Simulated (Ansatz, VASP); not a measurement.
## Cross-check of AlNi between VASP and Ansatz

Aim: how closely do two programs agree when they are given the same cell, functional and k mesh? The cell is taken from a series of runs on this material, whose earlier steps may have relaxed, scaled, displaced or heated it; both programs get it as it stands.

Calculated with Ansatz 0.2.0; plane waves, with VASP 6.6.1 beside it; relaxation of cell and atoms at PBEsol and relaxation of cell and atoms at PBE with D3(BJ).

## 1. The structure

The structure is cubic, space group Pm-3m (No. 221). The conventional cell has a = 2.862 Å, b = 2.862 Å, c = 2.862 Å, α = 90.00°, β = 90.00°, γ = 90.00°. Nearest to Al lie 8 Ni at 2.48 Å. Nearest to Ni lie 8 Al at 2.48 Å. Farther neighbours are not listed.

## 2. VASP: relaxation of cell and atoms, PBEsol

The relaxed volume is the usual yardstick between codes: in a stiff, nearly cubic crystal its relative difference is about their pressure difference at one cell divided by the bulk modulus.

Lines of VASP's logs that name or quote its potential files are left out, and so is its time.

File INCAR:

```
SYSTEM = AlNi
PREC = Accurate
ENCUT = 600
EDIFF = 1E-07
NELM = 120
ISMEAR = 1
SIGMA = 0.2
LREAL = .FALSE.
ALGO = Normal
GGA = PS
NBANDS = 12
LASPH = .TRUE.
LORBIT = 11
LWAVE = .FALSE.
LCHARG = .FALSE.
ISIF = 3
IBRION = 2
NSW = 80
EDIFFG = -0.005
GGA_COMPAT = .FALSE.
NELMIN = 4
```

File POSCAR:

```
AlNi
1.0
    2.8621660000      0.0000000000      0.0000000000
    0.0000000000      2.8621660000      0.0000000000
    0.0000000000      0.0000000000      2.8621660000
Al Ni
1 1
Direct
    0.0000000000      0.0000000000      0.0000000000
    0.5000000000      0.5000000000      0.5000000000
```

File KPOINTS:

```
Automatic mesh
0
Gamma
16 16 16
0 0 0
```

The projector-augmented-wave data sets are Al and Ni (PBE family, release 64).

Command:

```
> mpirun -np 1 vasp_std
```

Numbers of over 12 decimals in the logs are rounded to 6 here.

The program printed:

```text
[banner, memory and clock lines left out]
running    1 mpi-ranks, on    1 nodes
 distrk:  each k-point on    1 cores,    1 groups
 distr:  one band on    1 cores,    1 groups

 POSCAR found type information on POSCAR AlNi
 POSCAR found :  2 types and       2 ions
|                                                                             |
|               ----> ADVICE to this user running VASP <----                  |
|                                                                             |
|     You enforced a specific xc type in the INCAR file but a different       |
|     [... a line on the potential file left out ...]
|     I HOPE YOU KNOW WHAT YOU ARE DOING!                                     |
|                                                                             |

 LDA part: xc-table for (Slater+PW92), standard interpolation
 POSCAR, INCAR and KPOINTS ok, starting setup
 FFT: planning ... GRIDC
 FFT: planning ... GRID_SOFT
 FFT: planning ... GRID
 WAVECAR not read
 entering main loop
       N       E                     dE             d eps       ncg     rms          rms(c)
DAV:   1     0.442788719045E+02    0.44279E+02   -0.61345E+03  3984   0.128E+03
DAV:   2    -0.114200644867E+02   -0.55699E+02   -0.51422E+02  4056   0.208E+02
DAV:   3    -0.132011646838E+02   -0.17811E+01   -0.17601E+01  4796   0.429E+01
DAV:   4    -0.132262548517E+02   -0.25090E-01   -0.25080E-01  4440   0.463E+00
DAV:   5    -0.132270276336E+02   -0.77278E-03   -0.77276E-03  4724   0.900E-01    0.128E+01
DAV:   6    -0.152121322806E+02   -0.19851E+01   -0.54388E+01  4372   0.117E+02    0.161E+01
DAV:   7    -0.116165832383E+02    0.35955E+01   -0.15630E+01  4416   0.695E+01    0.113E+00
DAV:   8    -0.116018508525E+02    0.14732E-01   -0.36766E-01  4876   0.713E+00    0.100E+00
DAV:   9    -0.115872830820E+02    0.14568E-01   -0.47107E-02  4812   0.313E+00    0.213E-01
DAV:  10    -0.115867685981E+02    0.51448E-03   -0.20754E-03  4848   0.683E-01    0.753E-02
DAV:  11    -0.115867706338E+02   -0.20357E-05   -0.66978E-05  5016   0.725E-02    0.258E-02
DAV:  12    -0.115867692807E+02    0.13531E-05   -0.42602E-06  5408   0.335E-02    0.403E-03
DAV:  13    -0.115867688963E+02    0.38442E-06   -0.22629E-07  2856   0.568E-03    0.187E-03
DAV:  14    -0.115867689051E+02   -0.88642E-08   -0.57511E-08  2360   0.244E-03
   1 F= -.11586769E+02 E0= -.11587128E+02  d E =-.115868E+02
 curvature:   0.00 expect dE= 0.000E+00 dE for cont linesearch  0.000E+00
 trial: gam= 0.00000 g(F)=  0.000E+00 g(S)=  0.762E-05 ort = 0.000E+00 (trialstep = 0.100E+01)
 search vector abs. value=  0.762E-05
 bond charge predicted
       N       E                     dE             d eps       ncg     rms          rms(c)
DAV:   1    -0.115869174221E+02   -0.14853E-03   -0.16484E-03  4388   0.696E-01    0.111E-01
DAV:   2    -0.115870735528E+02   -0.15613E-03   -0.45716E-03  4448   0.105E+00    0.141E-01
DAV:   3    -0.115867735056E+02    0.30005E-03   -0.18227E-03  4412   0.674E-01    0.164E-02
DAV:   4    -0.115867694175E+02    0.40881E-05   -0.11716E-05  4292   0.338E-02    0.239E-03
DAV:   5    -0.115867694190E+02   -0.14693E-08   -0.39815E-07  4228   0.741E-03
   2 F= -.11586769E+02 E0= -.11587129E+02  d E =-.513814E-06
 trial-energy change:   -0.000001  1 .order   -0.000001   -0.000008    0.000005
 step:   0.5137(harm=  0.5926)  dis= 0.00000  next Energy=   -11.586771 (dE=-0.186E-05)
 reached required accuracy - stopping structural energy minimisation
```

OUTCAR, selected parts (step 2):

```text
ion  position               nearest neighbor table
   1  0.000  0.000  0.000-   2 2.48   2 2.48   2 2.48   2 2.48   2 2.48   2 2.48   2 2.48   2 2.48

  LATTYP: Found a simple cubic cell.
 ALAT       =     2.8621660000

 Subroutine GETGRP returns: Found 48 space group operations
 (whereof 48 operations were pure point group operations)

The static configuration has the point symmetry O_h .

 Found    165 irreducible k-points:

   k-points           NKPTS =    165   k-points in BZ     NKDIM =    165   number of bands    NBANDS=     12

   dimension x,y,z NGX =    24 NGY =   24 NGZ =   24
   dimension x,y,z NGXF=    48 NGYF=   48 NGZF=   48

   ENCUT  =  600.0 eV  44.10 Ry    6.64 a.u.   5.72  5.72  5.72*2*pi/ulx,y,z

   NELECT =      13.0000    total number of electrons

 k-points in reciprocal lattice and weights: Automatic mesh
   0.00000000  0.00000000  0.00000000       0.000
   0.06250000  0.00000000  0.00000000       0.001
   0.12500000  0.00000000  0.00000000       0.001
   0.18750000  0.00000000  0.00000000       0.001
   0.25000000  0.00000000  0.00000000       0.001
   0.31250000  0.00000000  0.00000000       0.001
   0.37500000  0.00000000  0.00000000       0.001
   0.43750000  0.00000000  0.00000000       0.001
   0.50000000  0.00000000  0.00000000       0.001
[...]
0.50000000  0.50000000  0.43750000       0.001
   0.50000000  0.50000000  0.50000000       0.000

 average (electrostatic) potential at core
       1 -69.5339       2 -81.1165

 E-fermi :  10.1475

 k-point     1 :       0.0000    0.0000    0.0000
  band No.  band energies     occupation
    ...
      2       6.8234      2.00000
      3       6.8234      2.00000
      4       8.5714      2.00000
      5       8.5714      2.00000
      6       8.5714      2.00000
      7      15.7254      0.00000
      8      15.7254      0.00000
      9      15.7254      0.00000
     10      18.3566      0.00000
     11      18.3566      0.00000
    ...

 k-point     2 :       0.0625    0.0000    0.0000
  band No.  band energies     occupation
    ...
      2       6.8187      2.00000
      3       6.8408      2.00000
      4       8.5390      2.00000
      5       8.5390      2.00000
      6       8.5748      2.00000
      7      14.9254      0.00000
      8      15.8220      0.00000
      9      15.8220      0.00000
     10      18.3598      0.00000
     11      19.0869      0.00000
    ...

 k-point     3 :       0.1250    0.0000    0.0000
  band No.  band energies     occupation
    ...
      2       6.7908      2.00000
      3       6.8911      2.00000
      4       8.4494      2.00000
      5       8.4494      2.00000
      6       8.5846      2.00000
      7      13.5306     -0.00000
      8      16.1045      0.00000
      9      16.1045      0.00000
     10      18.3693      0.00000
     11      20.2398      0.00000
    ...

  Total       -0.0070530     -0.0070530     -0.0070530      0.0000000      0.0000000     -0.0000000
  in kB       -0.4815927     -0.4815927     -0.4815927      0.0000000      0.0000000     -0.0000000
  external PRESSURE =      -0.4815927 kB  Pullay stress =       0.0000000 kB

  energy-cutoff  :      600.00
  volume of cell :       23.46
      direct lattice vectors                 reciprocal lattice vectors
     2.862874315 -0.000000000 -0.000000000     0.349299302  0.000000000  0.000000000
    -0.000000000  2.862874315  0.000000000     0.000000000  0.349299302 -0.000000000
    -0.000000000  0.000000000  2.862874315     0.000000000 -0.000000000  0.349299302

 POSITION                                       TOTAL-FORCE (eV/Angst)
 -----------------------------------------------------------------------------------
      0.00000      0.00000      0.00000         0.000000      0.000000      0.000000
      1.43144      1.43144      1.43144        -0.000000     -0.000000      0.000000
 -----------------------------------------------------------------------------------
    total drift:                                0.000000      0.000000     -0.000000

  FREE ENERGIE OF THE ION-ELECTRON SYSTEM (eV)
  ---------------------------------------------------
  free  energy   TOTEN  =       -11.5867694190 eV

  energy  without entropy=      -11.5878466813  energy(sigma->0) =      -11.58712851

 reached required accuracy - stopping structural energy minimisation

 total charge
# of ion       s       p       d       tot
------------------------------------------
    1        0.385   0.421   0.000   0.806
    2        0.488   0.536   8.488   9.512
--------------------------------------------------
tot          0.872   0.957   8.488  10.317

[... 3 further parts left out ...]
```

CONTCAR:

```
AlNi
   1.00000000000000
     2.8628743145810192   -0.0000000000000000   -0.0000000000000000
    -0.0000000000000000    2.8628743145810192    0.0000000000000000
    -0.0000000000000000    0.0000000000000000    2.8628743145810192
  Al              Ni
     1     1
Direct
     0.0000000000000000    0.0000000000000000    0.0000000000000000
     0.5000000000000000    0.5000000000000000    0.5000000000000000
```

This run has no spin polarisation, so a moment on Ni, if there is one, isn't seen. Its electron count is odd, so without a moment it is a metal by construction.

## 3. Ansatz: relaxation of cell and atoms, PBEsol

Ansatz runs on its default PAW (the set named soft_2) files.

The same cell, functional, mesh and smearing now go to Ansatz, which takes its cutoff from its data sets.

File input.yaml:

```yaml
crystal:
  lattice:
    - [2.8621655257, 0.0, 0.0]
    - [0.0, 2.8621655257, 0.0]
    - [0.0, 0.0, 2.8621655257]
  atoms:
    - { symbol: Al, position: [0.0, 0.0, 0.0] }
    - { symbol: Ni, position: [0.5, 0.5, 0.5] }
kpoints:
  mp_grid: { grid: [16, 16, 16] }
hamiltonian:
  xc: pbesol
scf:
  occupations: { method: methfessel_paxton, width: 0.2 }
  lower_state_search: "off"
output:
  forces: true
  stress: true
  eigenvalues: true
relax:
  adjacent_minimum: "off"
  f_tol: 0.001
  max_steps: 60
  cell: { stress_tol: 0.01 }
```

Command:

```
> ansatz run input.yaml --threads 8 --pin off --max-ram 16384MiB --backend cpu --events-out ev --progress --plain --runs-dir out
```

The program printed:

```text
Engine: ansatz 0.2.0, aarch64-unknown-linux-gnu
Pseudopotentials: kind: paw
Pseudopotential: Al, paw, valence charge 3, recommended cutoff 420 eV (normal), Al.paw.azcp
Pseudopotential: Ni, paw, valence charge 18, recommended cutoff 420 eV (normal), Ni.paw.azcp
Functional definition: PBEsol
  exchange = pbesol_x
  correlation = pbesol_c
Crystal: 2 atoms, lattice volume = 23.447 Å³
Basis set: ecut = 420 eV, 461 PW (Γ), exchange–correlation on 40×40×40 points (8 copies of the dense FFT grid, shifted against one another)
Bands: 15, of which v1, the nominal top of the filled ones, is band 11 counted from 1 (10 counted from 0)
Symmetry: 48 space group operations
Space group: Pm-3m (ITA 221), of the structure as read, at distance tolerance 2.9e-5 Å
k-points: 165 of 4096
Non-local potential: Al, projectors of the file, l = 0: 2, l = 1: 2, l = 2: 1
Non-local potential: Ni, projectors of the file, l = 0: 3, l = 1: 2, l = 2: 3, l = 3: 1
PAW form: soft (Blöchl's): semilocal exchange-correlation on the pseudo side does not see the compensation charge
PAW frozen core: Al, regenerated for the run's functional, and the local potential with it (the file was generated under x = pbe(κ = 0.804, μ = 0.219515), c = pbe(β = 0.066725))
PAW frozen core: Ni, regenerated for the run's functional, and the local potential with it (the file was generated under x = pbe(κ = 0.804, μ = 0.219515), c = pbe(β = 0.066725))
PAW one-centre angular grid: Al, 110 points (default); XC on 64 Gauss nodes
PAW one-centre angular grid: Ni, 590 points (default); XC on 64 Gauss nodes
Initial density: superposition of atomic densities (neutral atoms: chi_scale 0, normalization atom), corrected by the library's trained network
Initial wavefunctions: pseudopotential atomic-orbital guess
Functional: x = pbesol(κ = 0.804, μ = 0.123457), c = pbesol(β = 0.046)
SCF iter   1: F=—  HF=-6330.870402 eV  |F-HF|=—  |Δ(HF+E_count)|=         —  Δρ=1.87e-2  dr2=4.73e-2  ethr=1.77e-3  ⟨swp⟩=4.1  Hψ=11065  notcnv=0
preconditioner: auto → none  [metal: Δε(μ)=0.022 eV  Ē_g=9.757 eV  σ=0.200 eV  W_gap=0.09  n_scr=6 (ndim 8)  ℏωp=27.6 eV  f_vac=0.000  D(μ)=0.78/eV (n_scr^D=6)  sad-step TF]
SCF iter   2: F=—  HF=-6330.864586 eV  |F-HF|=—  |Δ(HF+E_count)|=   5.82e-3  S|Δr|=    0.00e0  Δρ=6.35e-3  dr2=6.21e-3  ethr=2.25e-4  ⟨swp⟩=1.2  Hψ=3826  notcnv=0  defer=1
SCF iter   3: F=—  HF=-6330.863888 eV  |F-HF|=—  |Δ(HF+E_count)|=   6.99e-4  S|Δr|=    0.00e0  Δρ=9.63e-4  dr2=1.55e-4  ethr=2.96e-5  ⟨swp⟩=1.0  Hψ=2443  notcnv=0  defer=9
SCF iter   4: F=—  HF=-6330.863865 eV  |F-HF|=—  |Δ(HF+E_count)|=   2.23e-5  S|Δr|=    0.00e0  Δρ=6.84e-5  dr2=3.62e-7  ethr=7.38e-7  ⟨swp⟩=1.4  Hψ=2676  notcnv=0  defer=9
SCF iter   5: F=—  HF=-6330.863872 eV  |F-HF|=—  |Δ(HF+E_count)|=   6.29e-6  S|Δr|=    0.00e0  Δρ=1.04e-5  dr2=1.83e-8  ethr=4.76e-10  ⟨swp⟩=6.1  Hψ=11526  notcnv=0
SCF iter   6: F=-6330.863872 eV  HF=-6330.863872 eV  |F-HF|=1.02e-10  |Δ(HF+E_count)|=  1.49e-10  S|Δr|=    0.00e0  Δρ=6.93e-7  dr2=1.05e-10  ethr=8.73e-11  ⟨swp⟩=2.0  Hψ=7125  notcnv=0
SCF 1 converged in 6 iterations: F = -6330.863872 eV  dr2 = 1.05e-10
  greatest PAW one-centre occupation: 1.001 electrons in one spin orbital (limit 2), on the Ni atom at site 1 (counted from 0), in its partial waves of l = 1
relax step   1: F+E_penalty+E_count = -6330.86387164 eV  Δ(F+E_penalty+E_count) = +0.000e0 eV  max|allowed force component| = 1.425e-29 eV/Å  Δτ_max = 0.0000 Å  P = -0.026 GPa  Ω = 23.447 Å³  (6 SCF iters, dr2 threshold 1.00e-7 eV, accepted)
[...]
relax step   2: F+E_penalty+E_count = -6330.86387266 eV  Δ(F+E_penalty+E_count) = -1.015e-6 eV  max|allowed force component| = 7.576e-30 eV/Å  Δτ_max = 0.0000 Å  P = -0.011 GPa  Ω = 23.445 Å³  energy of the carried Pulay correction = +7.770e-7 eV  (2 SCF iters, dr2 threshold 1.70e-9 eV, accepted)
[...]
relax step   3: F+E_penalty+E_count = -6330.86387324 eV  Δ(F+E_penalty+E_count) = -5.840e-7 eV  max|allowed force component| = 8.415e-30 eV/Å  Δτ_max = 0.0000 Å  P = -0.000 GPa  Ω = 23.443 Å³  energy of the carried Pulay correction = +1.313e-6 eV  (4 SCF iters, dr2 threshold 2.84e-10 eV, accepted)
[...]
relax step   4: F+E_penalty+E_count = -6330.86387324 eV  Δ(F+E_penalty+E_count) = -9.095e-13 eV  max|allowed force component| = 3.977e-30 eV/Å  Δτ_max = 0.0000 Å  P = -0.000 GPa  Ω = 23.443 Å³  stress off target by 1.69e-4 GPa  SCF on the basis re-selected at this cell (its energy is not comparable with the rows above)  (8 SCF iters)
basis re-selected at this cell: Δ(F+E_penalty+E_count) = -9.095e-13 eV, ΔP = -0.000 GPa vs the last step (what re-selecting the basis moved, of the pressure what is left beyond the Pulay correction that the steps carried, after the strain that the cell walked since its last selection, with what the two solves' SCF thresholds leave and, on support functions, any second-order correction that the steps lacked; it is no  [...]
SCF converged after 8 iterations
Stability not checked: this state was not tested for a lower state beside it, because cold or Methfessel-Paxton smearing, or corrected tetrahedra, fill the levels in a way that the test cannot read (fill_not_monotonic; see scf.lower_state_search)
Free energy (F): -6330.863873 eV
Harris-Foulkes:  -6330.863873 eV  (|F-HF|=1.82e-12)
Internal energy: -6330.864955 eV  (E = F + TS)
E sigma→0 (E₀):  -6330.864144 eV
Entropy (-TS):   0.001082 eV (0.541 meV/atom)
Fermi energy:    14.191499 eV
--- Per-component energies (eV) ---
  E_band       = -331.464577
  E_kinetic    = 312.160172
  E_local      = -4418.723635  (includes V_loc(G=0)·N_el)
  E_nonlocal   = 648.700745
  E_hartree    = 1900.203521
  E_xc         = -125.918452
  E_vxc        = -141.156212  (∫ρ·V_xc dr)
  E_paw        = -2052.798075  (= ΣΔE_a)
  E_vpaw       = -532.853030  (= ΣTr[D̂ρ^β])
  E_aug_tail   = 0.000389  (compensation charges beyond the density's cutoff)
  E_ewald      = -2594.706048
  E_core_change = 0.216428  (= ΣΔE_core)
  E_smearing   = 0.001082  (= −TS)
  E_closure    = 0.000000  (closes the sum)
  Σ components = -6330.863873   (vs F -6330.863873, Δ=0.00e0)
--- Forces (eV/Å), atoms counted from 1 ---
  atom   1  Al     0.00000000     0.00000000    -0.00000000
  atom   2  Ni     0.00000000    -0.00000000     0.00000000
  max |Σ_I F_I| component: 8.87e-30 eV/Å
--- Stress (GPa, compression-positive) ---
       -0.000169       0.000000       0.000000
        0.000000      -0.000169       0.000000
        0.000000       0.000000      -0.000169
  P = ⅓ Tr σ = -0.0002 GPa (-0.002 kbar)
--- Band table (eV; the first three rows and the last of 165) ---
  k-point 0: bands = [... 7 lower, 12.6239, 12.6239, 12.6239, 19.7475, 19.7475, 19.7475, 22.3729, 22.3729]
  k-point 1: bands = [... 7 lower, 12.5911, 12.5911, 12.6274, 18.9505, 19.8443, 19.8443, 22.3754, 23.0987]
  k-point 2: bands = [... 7 lower, 12.5005, 12.5005, 12.6374, 17.5597, 20.1272, 20.1272, 22.3828, 24.2445]
  k-point 164: bands = [... 7 lower, 13.2014, 13.2014, 16.1234, 16.1234, 16.1234, 18.0750, 18.7631, 18.7631]
--- Relaxed structure (3 steps of the walk, 3 accepted, 1 SCFs on fresh bases) ---
  F+E_penalty+E_count = -6330.86387324 eV   max|allowed force component| = 3.977e-30 eV/Å   (the final SCF, on the basis selected at the relaxed cell)
  cell:  # Å, volume = 23.4433 Å³
    - [2.862022, 0, 0]
    - [0, 2.862022, 0]
    - [0, 0, 2.862022]
  atoms:
    - { symbol: Al, position: [0, 0, 0] }
    - { symbol: Ni, position: [0.5, 0.5, 0.5] }
```

Reading the cycles: dr2 is the Hartree energy of the density residual (eV), the measure of convergence; HF is the Harris–Foulkes estimate of the energy, which meets the free energy F at convergence.

## 4. Side by side

Known differences besides the potentials themselves: the data sets hold 21 valence electrons in Ansatz (on its default PAW (the set named soft_2) files) and 13 in VASP; the cutoff is 420 eV in Ansatz and 600 eV in VASP; Ansatz makes its cores anew for this functional, VASP keeps those of its PBE data sets; Ansatz adds a Pulay correction to the stress that steers its cell, VASP none. Total energies have different zeros and are not compared.

Both answers:

```csv
quantity,Ansatz,VASP,difference
volume (Å³),23.44,23.46,-0.09 %
"edge a after relaxation, in the typed setting (Å)",2.862,2.863,-0.03 %
```

(Continued in part 2 of 2.)

[Lines on the potential files, build, host, timing and source positions are cut from VASP's logs without a mark.]

[Logs are printed without paths, hosts, clocks, repeated set-up lines and the standing remarks that a program may print on its own settings, such as how far it seeks lower states.]

[Hosts, paths, dates, database ids (printed as entryN), source tags and the programs' standing remarks are cut or masked in the printed files.]
